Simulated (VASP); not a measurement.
## Pb$_{4}$Se$_{3}$S (space group P4/mmm): computed properties

Level of theory: LDA (Ceperley-Alder, Perdew-Zunger), VASP's LDA PAW potentials (set 64) (plane waves; VASP).

For Pb4Se3S, the space group comes out as P4/mmm (123). The cell is a = 4.2326 Å, b = 4.2326 Å, c = 12.0377 Å, α = 90.00°, β = 90.00°, γ = 90.00°. The volume per atom is 26.96 Å³/atom and the band gap (over mesh and band path) comes out as none (metal, semimetal or under 0.01 eV). The density is 8.45 g/cm³.

```cif
data_Pb4SSe3
_chemical_formula_sum 'Pb4 Se3 S1'
_space_group_name_H-M_alt 'P4/mmm'
_space_group_IT_number 123
_space_group_name_Hall '-P 4 2'
_cell_length_a 4.23260
_cell_length_b 4.23260
_cell_length_c 12.03772
_cell_angle_alpha 90.000
_cell_angle_beta 90.000
_cell_angle_gamma 90.000
loop_
_atom_site_label
_atom_site_type_symbol
_atom_site_symmetry_multiplicity
_atom_site_Wyckoff_symbol
_atom_site_fract_x
_atom_site_fract_y
_atom_site_fract_z
_atom_site_occupancy
Pb1 Pb 2 g 0.00000 0.00000 0.25489 1
Pb2 Pb 1 c 0.50000 0.50000 0.00000 1
Pb3 Pb 1 d 0.50000 0.50000 0.50000 1
Se1 Se 2 h 0.50000 0.50000 0.25115 1
Se2 Se 1 a 0.00000 0.00000 0.00000 1
S1 S 1 b 0.00000 0.00000 0.50000 1
```

Unless said otherwise, spin-orbit coupling is left out, though it shifts the bands of the heavy elements here.

The structure comes from a computed database's Pb4Se3S entry (P4/mmm); how it stands against other phases isn't given here. It was relaxed first, which changed the volume by -7 %. Symmetry was kept, so distortions that lower it aren't found.
